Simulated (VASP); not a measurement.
```
CELL_PARAMETERS angstrom
      1.73268    -3.00110     0.00000
      1.73268     3.00110     0.00000
      0.00000     0.00000     5.39960
ATOMIC_POSITIONS crystal
  Lu 0.33333 0.66667 0.25000
  Lu 0.66667 0.33333 0.75000
```

Computed with AM05 GGA, VASP's PBE PAW potentials (set 64) (plane waves; VASP). Numerical set-up: 520 eV cut-off, Gaussian smearing of 0.050 eV, potentials Lu_3.

Task: Estimate the band gap (along the path) with the smallest direct gap where there is one.

Result: 
```yaml
band gap (along the path): none (metal, semimetal or under 0.01 eV)
```

Only differences to runs with the same potentials and settings are physical.

The compound is Lu in the hcp structure. It was relaxed first.
